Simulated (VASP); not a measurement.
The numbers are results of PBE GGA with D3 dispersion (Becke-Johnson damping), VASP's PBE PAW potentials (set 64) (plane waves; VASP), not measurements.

VASP input:

INCAR:
```
# general
SYSTEM =Ge
PREC   =Accurate
ENCUT  =520
LREAL  =.FALSE.
LASPH  =.TRUE.

# electronic loop
EDIFF  =1E-7
NELM   =100
ALGO   =Normal
LMAXMIX=4

# smearing
ISMEAR =1
SIGMA  =0.1

# functional
GGA    =PE
IVDW   =12

# ions
ISIF   =2

# output
LWAVE  =.FALSE.
LCHARG =.FALSE.
```

File POSCAR:
```
Ge
1
    0.0000000000     2.8203407968     2.8203407968
    2.8203407968     0.0000000000     2.8203407968
    2.8203407968     2.8203407968     0.0000000000
Ge
2
Direct
  0.0000000000   0.0000000000   0.0000000000
  0.2500000000   0.2500000000   0.2500000000
```

File KPOINTS:
```
Automatic
0
Gamma
  11 11 11
0 0 0
```

POTCAR, in this order: Ge_d (PBE.64 set). Program: vasp_std.

The resulting files:

**OSZICAR**
```
       N       E                     dE             d eps       ncg     rms          rms(c)
DAV:   1     0.163673614779E+03    0.16367E+03   -0.15579E+04  2036   0.426E+03
DAV:   2     0.116481483304E+02   -0.15203E+03   -0.14991E+03  2016   0.553E+02
DAV:   3    -0.847178411226E+01   -0.20120E+02   -0.19983E+02  2254   0.147E+02
DAV:   4    -0.907825535503E+01   -0.60647E+00   -0.60550E+00  2300   0.295E+01
DAV:   5    -0.908833354158E+01   -0.10078E-01   -0.10078E-01  2270   0.397E+00    0.325E+00
DAV:   6    -0.903041525354E+01    0.57918E-01   -0.23970E-02  2182   0.162E+00    0.194E+00
DAV:   7    -0.899611964911E+01    0.34296E-01   -0.59998E-02  2138   0.238E+00    0.160E-01
DAV:   8    -0.899790255538E+01   -0.17829E-02   -0.69438E-03  2322   0.125E+00    0.628E-02
DAV:   9    -0.899789992126E+01    0.26341E-05   -0.21823E-04  2600   0.288E-01    0.192E-02
DAV:  10    -0.899791973813E+01   -0.19817E-04   -0.10606E-04  2386   0.183E-01    0.707E-03
DAV:  11    -0.899792073434E+01   -0.99621E-06   -0.12906E-05  2526   0.695E-02    0.152E-03
DAV:  12    -0.899792093951E+01   -0.20517E-06   -0.57105E-07  2294   0.113E-02    0.216E-04
DAV:  13    -0.899792089121E+01    0.48298E-07   -0.27656E-08  1210   0.246E-03
   1 F= -.95977444E+01 E0= -.95977672E+01  d E =0.683845E-04
```

**OUTCAR**
```
------------------------ aborting loop because EDIFF is reached ----------------------------------------
 Edisp (eV)   -0.59982
  FORCE on cell =-STRESS in cart. coord.  units (eV):
  Direction    XX          YY          ZZ          XY          YZ          ZX
  --------------------------------------------------------------------------------------
  Total       0.57984     0.57984     0.57984     0.00000     0.00000     0.00000
  in kB      20.70536    20.70536    20.70536     0.00000     0.00000     0.00000
  external pressure =       20.71 kB  Pullay stress =        0.00 kB
  volume of cell :       44.87
      direct lattice vectors                 reciprocal lattice vectors
     0.000000000  2.820340797  2.820340797    -0.177283540  0.177283540  0.177283540
     2.820340797  0.000000000  2.820340797     0.177283540 -0.177283540  0.177283540
     2.820340797  2.820340797  0.000000000     0.177283540  0.177283540 -0.177283540
 POSITION                                       TOTAL-FORCE (eV/Angst)
 -----------------------------------------------------------------------------------
      0.00000      0.00000      0.00000        -0.000000     -0.000000     -0.000000
      1.41017      1.41017      1.41017         0.000000      0.000000      0.000000
 -----------------------------------------------------------------------------------
    total drift:                                0.000000      0.000000      0.000000
  FREE ENERGIE OF THE ION-ELECTRON SYSTEM (eV)
  ---------------------------------------------------
  free  energy   TOTEN  =        -9.5977443753 eV

  energy  without entropy=       -9.5978127598  energy(sigma->0) =       -9.59776717
```
(Selected blocks of OUTCAR.)

The compound is Ge in the diamond structure. This cell is one point of a volume scan, at 0.97 of the reference volume.
